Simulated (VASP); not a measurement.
Level of theory: PBEsol GGA, VASP's PBE PAW potentials (set 64) (plane waves; VASP).

Input for VASP

**INCAR**
```
NELM = 100   # most electronic steps
ISMEAR = -1   # Fermi-Dirac
SYSTEM = HfO2
LMAXMIX = 6   # l cut-off of mixed one-centre charges
GGA = PS   # PBEsol
SIGMA = 0.3   # width (eV)
ENCUT = 400
LCHARG = .FALSE.
PREC = Accurate
ALGO = Normal
ISIF = 2   # forces and stress, cell fixed
LREAL = .FALSE.   # projection in real space or not
LASPH = .TRUE.   # aspherical one-centre terms
LWAVE = .FALSE.
EDIFF = 1E-6
```

**POSCAR**
```
HfO2
1
    0.0000000000     2.5160800000     2.5160800000
    2.5160800000     0.0000000000     2.5160800000
    2.5160800000     2.5160800000     0.0000000000
Hf O
1 2
Direct
  0.0343930000  -0.0113290000  -0.0384870000
  0.7581300000   0.7800770000   0.7320350000
  0.2074780000   0.2312510000   0.3064530000
```

KPOINTS:
```
Automatic mesh
0
Gamma
8 8 8
0 0 0
```

POTCAR, in this order: Hf_pv O (PBE.64 set). Program: vasp_std.

The resulting files:

**OSZICAR**
```
       N       E                     dE             d eps       ncg     rms          rms(c)
DAV:   1     0.802843512204E+02    0.80284E+02   -0.11307E+04  7832   0.119E+03
DAV:   2    -0.334419918564E+02   -0.11373E+03   -0.11111E+03  9956   0.288E+02
DAV:   3    -0.362499754588E+02   -0.28080E+01   -0.28061E+01  9907   0.462E+01
DAV:   4    -0.362641456107E+02   -0.14170E-01   -0.14169E-01 10103   0.356E+00
DAV:   5    -0.362642704018E+02   -0.12479E-03   -0.12479E-03  9662   0.290E-01    0.597E+01
DAV:   6    -0.312332535378E+02    0.50310E+01   -0.25832E+01  8661   0.369E+01    0.473E+01
DAV:   7    -0.311142866531E+02    0.11897E+00   -0.77811E-01 10292   0.819E+00    0.282E+01
DAV:   8    -0.310860659156E+02    0.28221E-01   -0.12796E-01 10558   0.379E+00    0.453E+00
DAV:   9    -0.310789757471E+02    0.70902E-02   -0.24865E-02  9326   0.144E+00    0.181E+00
DAV:  10    -0.310787795500E+02    0.19620E-03   -0.27253E-03 10474   0.430E-01    0.967E-02
DAV:  11    -0.310787897227E+02   -0.10173E-04   -0.15707E-04  8850   0.110E-01    0.955E-02
DAV:  12    -0.310787947369E+02   -0.50143E-05   -0.10055E-05 10229   0.283E-02    0.317E-02
DAV:  13    -0.310787941629E+02    0.57399E-06   -0.19095E-06  7337   0.122E-02
   1 F= -.31078794E+02 E0= -.31077303E+02  d E =-.298214E-02
```

OUTCAR:
```
------------------------ aborting loop because EDIFF is reached ----------------------------------------
  FORCE on cell =-STRESS in cart. coord.  units (eV):
  Direction    XX          YY          ZZ          XY          YZ          ZX
  --------------------------------------------------------------------------------------
  Total        0.0355932      0.3547177      1.3133247      2.4442526     -0.9518215     -1.2653024
  in kB        1.7900856     17.8398051     66.0509930    122.9287133    -47.8699254    -63.6358111
  external PRESSURE =      28.5602946 kB  Pullay stress =       0.0000000 kB
  volume of cell :       31.86
      direct lattice vectors                 reciprocal lattice vectors
     0.000000000  2.516080000  2.516080000    -0.198721821  0.198721821  0.198721821
     2.516080000  0.000000000  2.516080000     0.198721821 -0.198721821  0.198721821
     2.516080000  2.516080000  0.000000000     0.198721821  0.198721821 -0.198721821
 POSITION                                       TOTAL-FORCE (eV/Angst)
 -----------------------------------------------------------------------------------
      4.90682      2.50578      2.57411         1.920721      1.670286     -1.138649
      3.80459      3.74937      3.87025        -0.003245      0.443585     -2.362650
      1.35291      1.29309      1.10388        -1.917476     -2.113871      3.501299
 -----------------------------------------------------------------------------------
    total drift:                               -0.000543     -0.000345      0.000087
  FREE ENERGIE OF THE ION-ELECTRON SYSTEM (eV)
  ---------------------------------------------------
  free  energy   TOTEN  =       -31.0787941629 eV

  energy  without entropy=      -31.0758120255  energy(sigma->0) =      -31.07730309
```
(Selected blocks of OUTCAR.)

At this cut-off the stress carries a Pulay error, which pulls relaxed volumes low.

The structure comes from a computed database's HfO2 entry; how it stands against other phases isn't given here. The cell was not relaxed at this level, atoms are displaced from their ideal sites. The run is one of a series of settings (ISMEAR = -1, SIGMA = 0.3 against the base run), some of them coarse on purpose.
